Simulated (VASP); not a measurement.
A convergence study with VASP on W (bcc): one setting is varied, all else stays as given below, so the limit is that of these other settings.

```xyz
1
Lattice="-1.5800 1.5800 1.5800 1.5800 -1.5800 1.5800 1.5800 1.5800 -1.5800" Properties=species:S:1:pos:R:3 pbc="T T T"
W      0.0000     0.0000     0.0000
```

Computed with PBE GGA, VASP's PBE PAW potentials (set 64) (plane waves; VASP). The tightest run used: 550 eV cut-off, 26×26×26 Γ-centred mesh, first-order Methfessel-Paxton smearing of 0.10 eV, potentials W_sv.

```
setting        E (eV/atom)  pressure (GPa)  irreducible k-points
-------------  -----------  --------------  --------------------
1×1×1 mesh        -12.9164          135.70                     1
2×2×2 mesh        -12.2336           20.99                     3
3×3×3 mesh        -12.5089           16.50                     4
4×4×4 mesh        -12.7904            6.67                     8
5×5×5 mesh        -12.9939            7.57                    10
6×6×6 mesh        -12.9948            5.77                    16
8×8×8 mesh        -12.9456            8.18                    29
9×9×9 mesh        -12.9549            7.44                    35
10×10×10 mesh     -12.9387            7.95                    47
11×11×11 mesh     -12.9232            7.99                    56
12×12×12 mesh     -12.9447            8.01                    72
13×13×13 mesh     -12.9597            7.40                    84
```

### Question
These are the cheaper rows. Estimate the results at 26×26×26 mesh, and how far the last row shown lies from them.

### Answer

```json
[
 {"quantity": "E (eV/atom)", "tightest run": "-12.9456", "last row shown is off by": "-0.0140"},
 {"quantity": "pressure (GPa)", "tightest run": "7.66", "last row shown is off by": "-0.26"}
]
```

Left out are rungs that failed or repeat a setting and relaxations that didn't move; long series are thinned to 24 rows.

The compound is W in the bcc structure. The cell was not relaxed at this level.
